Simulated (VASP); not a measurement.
Computed with r2SCAN meta-GGA, VASP's PBE PAW potentials (set 64) (plane waves; VASP).

VASP input:

INCAR:
```
! general
SYSTEM  = FePt
PREC    = Accurate
ENCUT   = 520
LREAL   = .FALSE.
LASPH   = .TRUE.

! electronic loop
EDIFF   = 1E-6
NELM    = 100
ALGO    = Normal
LMAXMIX = 6
LMIXTAU = .TRUE.

! smearing
ISMEAR  = 1
SIGMA   = 0.1

! functional
METAGGA = R2SCAN

! spin
ISPIN   = 2
MAGMOM  = 3.0 0.0

! ions
IBRION  = 2
NSW     = 60
ISIF    = 3
EDIFFG  = -0.01

! output
LWAVE   = .FALSE.
LCHARG  = .FALSE.
LORBIT  = 10
```

### POSCAR
```
FePt
1
    2.7200000000     0.0000000000     0.0000000000
    0.0000000000     2.7200000000     0.0000000000
    0.0000000000     0.0000000000     3.7100000000
Fe Pt
1 1
Direct
  0.0000000000   0.0000000000   0.0000000000
  0.5000000000   0.5000000000   0.5000000000
```

KPOINTS:
```
Automatic mesh
0
Gamma
12 12 9
0 0 0
```

POTCAR, in this order: Fe Pt (PBE.64 set). Program: vasp_std.

What VASP printed:

**OSZICAR**
```
       N       E                     dE             d eps       ncg     rms          rms(c)
DAV:   1     0.443446025200E+02    0.44345E+02   -0.90457E+03  8624   0.137E+03
DAV:   2    -0.678625856315E+02   -0.11221E+03   -0.10027E+03  8645   0.269E+02
DAV:   3    -0.715272830169E+02   -0.36647E+01   -0.35718E+01 10529   0.593E+01
DAV:   4    -0.715654511789E+02   -0.38168E-01   -0.38152E-01  9691   0.509E+00
DAV:   5    -0.715665218847E+02   -0.10707E-02   -0.10707E-02 11216   0.963E-01    0.189E+01
DAV:   6    -0.691378408625E+02    0.24287E+01   -0.24550E+01  9627   0.108E+02    0.274E+01
DAV:   7    -0.666134729129E+02    0.25244E+01   -0.98046E+00 10642   0.861E+01    0.924E+00
DAV:   8    -0.665065888524E+02    0.10688E+00   -0.58317E-01 10707   0.119E+01    0.384E+00
DAV:   9    -0.665494664189E+02   -0.42878E-01   -0.19192E-01  9454   0.697E+00    0.273E+00
DAV:  10    -0.665416691974E+02    0.77972E-02   -0.11347E-01 11709   0.830E+00    0.120E+00
DAV:  11    -0.665381731803E+02    0.34960E-02   -0.17864E-02 11647   0.330E+00    0.342E-01
DAV:  12    -0.665388166565E+02   -0.64348E-03   -0.15760E-03 10777   0.547E-01    0.143E-01
DAV:  13    -0.665390092844E+02   -0.19263E-03   -0.14226E-04 11359   0.188E-01    0.577E-02
DAV:  14    -0.665390205545E+02   -0.11270E-04   -0.47839E-05  9899   0.789E-02    0.192E-02
DAV:  15    -0.665390213215E+02   -0.76695E-06   -0.73845E-06 10170   0.402E-02
   1 F= -.66539021E+02 E0= -.66539152E+02  d E =-.665390E+02  mag=     3.5486
       N       E                     dE             d eps       ncg     rms          rms(c)
DAV:   1    -0.667743340158E+02   -0.23531E+00   -0.44972E+00  8519   0.301E+01    0.369E+00
DAV:   2    -0.665197715884E+02    0.25456E+00   -0.64725E-01 10087   0.963E+00    0.244E+00
DAV:   3    -0.665329107740E+02   -0.13139E-01   -0.20899E-02  9674   0.254E+00    0.111E+00
DAV:   4    -0.665316644538E+02    0.12463E-02   -0.56282E-03 11042   0.160E+00    0.631E-01
DAV:   5    -0.665313812236E+02    0.28323E-03   -0.21979E-03 11541   0.134E+00    0.394E-01
DAV:   6    -0.665309679003E+02    0.41332E-03   -0.12166E-03  9394   0.642E-01    0.614E-02
DAV:   7    -0.665310169078E+02   -0.49008E-04   -0.74329E-05 10828   0.881E-02    0.225E-02
DAV:   8    -0.665310281763E+02   -0.11268E-04   -0.15236E-05 11281   0.793E-02    0.209E-02
DAV:   9    -0.665310315733E+02   -0.33970E-05   -0.49990E-06 10108   0.560E-02    0.437E-03
DAV:  10    -0.665310323828E+02   -0.80943E-06   -0.70497E-07  4905   0.894E-03
   2 F= -.66531032E+02 E0= -.66530993E+02  d E =0.798894E-02  mag=     3.5958
       N       E                     dE             d eps       ncg     rms          rms(c)
DAV:   1    -0.666421801205E+02   -0.11115E+00   -0.18016E+00  8512   0.188E+01    0.242E+00
DAV:   2    -0.665391666583E+02    0.10301E+00   -0.26004E-01 10150   0.581E+00    0.153E+00
DAV:   3    -0.665455240316E+02   -0.63574E-02   -0.21429E-02 10753   0.350E+00    0.731E-01
DAV:   4    -0.665438462778E+02    0.16778E-02   -0.13418E-02 10530   0.313E+00    0.663E-01
DAV:   5    -0.665430849969E+02    0.76128E-03   -0.14208E-03 11078   0.104E+00    0.264E-01
DAV:   6    -0.665429734689E+02    0.11153E-03   -0.60818E-04 12280   0.374E-01    0.407E-02
DAV:   7    -0.665429891289E+02   -0.15660E-04   -0.61620E-05 11601   0.150E-01    0.190E-02
DAV:   8    -0.665429915368E+02   -0.24079E-05   -0.37908E-06  9361   0.216E-02    0.150E-02
DAV:   9    -0.665429911728E+02    0.36401E-06   -0.39563E-06  8373   0.459E-02
   3 F= -.66542991E+02 E0= -.66543007E+02  d E =-.396985E-02  mag=     3.5655
       N       E                     dE             d eps       ncg     rms          rms(c)
DAV:   1    -0.665430172360E+02   -0.25699E-04   -0.52302E-04  8603   0.312E-01    0.414E-02
DAV:   2    -0.665429851453E+02    0.32091E-04   -0.78746E-05 10199   0.102E-01    0.279E-02
DAV:   3    -0.665429871690E+02   -0.20237E-05   -0.70489E-06 10155   0.645E-02    0.131E-02
DAV:   4    -0.665429860894E+02    0.10796E-05   -0.37219E-06  7528   0.532E-02    0.117E-02
DAV:   5    -0.665429858798E+02    0.20957E-06   -0.42666E-07  4382   0.185E-02
   4 F= -.66542986E+02 E0= -.66542998E+02  d E =-.396456E-02  mag=     3.5659
       N       E                     dE             d eps       ncg     rms          rms(c)
DAV:   1    -0.665431946683E+02   -0.20858E-03   -0.39767E-03  8596   0.862E-01    0.111E-01
DAV:   2    -0.665429807421E+02    0.21393E-03   -0.62550E-04 10398   0.276E-01    0.792E-02
DAV:   3    -0.665429951307E+02   -0.14389E-04   -0.12449E-04 11020   0.298E-01    0.497E-02
DAV:   4    -0.665429853956E+02    0.97351E-05   -0.47047E-05 10476   0.193E-01    0.329E-02
DAV:   5    -0.665429844604E+02    0.93517E-06   -0.19569E-06  6004   0.346E-02
   5 F= -.66542984E+02 E0= -.66542999E+02  d E =0.141940E-05  mag=     3.5653
       N       E                     dE             d eps       ncg     rms          rms(c)
DAV:   1    -0.665430439062E+02   -0.58511E-04   -0.89313E-04  8582   0.417E-01    0.531E-02
DAV:   2    -0.665429913528E+02    0.52553E-04   -0.14442E-04 10325   0.133E-01    0.371E-02
DAV:   3    -0.665429958939E+02   -0.45411E-05   -0.27659E-05 11058   0.139E-01    0.238E-02
DAV:   4    -0.665429923894E+02    0.35044E-05   -0.10703E-05 10369   0.918E-02    0.158E-02
DAV:   5    -0.665429920362E+02    0.35325E-06   -0.42484E-07  4319   0.167E-02
   6 F= -.66542992E+02 E0= -.66543006E+02  d E =-.615637E-05  mag=     3.5655
```

**OUTCAR**
```
------------------------ aborting loop because EDIFF is reached ----------------------------------------
  FORCE on cell =-STRESS in cart. coord.  units (eV):
  Direction    XX          YY          ZZ          XY          YZ          ZX
  --------------------------------------------------------------------------------------
  Total        0.0066775      0.0066775     -0.0000158      0.0000000      0.0000000      0.0000000
  in kB        0.3842728      0.3842728     -0.0009069      0.0000000      0.0000000      0.0000000
  external PRESSURE =       0.2558796 kB  Pullay stress =       0.0000000 kB
  volume of cell :       27.84
      direct lattice vectors                 reciprocal lattice vectors
     2.732994385  0.000000000  0.000000000     0.365899032 -0.000000000 -0.000000000
     0.000000000  2.732994385 -0.000000000     0.000000000  0.365899032  0.000000000
     0.000000000  0.000000000  3.727411081     0.000000000  0.000000000  0.268282724
 POSITION                                       TOTAL-FORCE (eV/Angst)
 -----------------------------------------------------------------------------------
      0.00000      0.00000      0.00000        -0.000000      0.000000      0.000000
      1.36650      1.36650      1.86371         0.000000      0.000000      0.000000
 -----------------------------------------------------------------------------------
    total drift:                               -0.000000      0.000000     -0.000000
  FREE ENERGIE OF THE ION-ELECTRON SYSTEM (eV)
  ---------------------------------------------------
  free  energy   TOTEN  =       -66.5429920362 eV

  energy  without entropy=      -66.5430346666  energy(sigma->0) =      -66.54300625

 total charge

# of ion       s       p       d       tot
------------------------------------------
    1        0.415   0.470   6.042   6.928
    2        0.717   0.664   8.070   9.451
--------------------------------------------------
tot          1.132   1.135  14.112  16.379

 magnetization (x)

# of ion       s       p       d       tot
------------------------------------------
    1        0.017  -0.016   3.256   3.257
    2       -0.025  -0.092   0.454   0.337
--------------------------------------------------
tot         -0.007  -0.108   3.710   3.595

 reached required accuracy - stopping structural energy minimisation
```
(Selected blocks of OUTCAR.)

**CONTCAR**
```
FePt
   1.00000000000000
     2.7329943850949761    0.0000000000000000    0.0000000000000000
     0.0000000000000000    2.7329943850949761   -0.0000000000000000
     0.0000000000000000    0.0000000000000000    3.7274110811577459
  Fe              Pt
     1     1
Direct
     0.0000000000000000    0.0000000000000000    0.0000000000000000
     0.5000000000000000    0.5000000000000000    0.5000000000000000
```

The compound is FePt in the L1_0 structure. This run relaxes it. Symmetry was kept, so distortions that lower it aren't found.
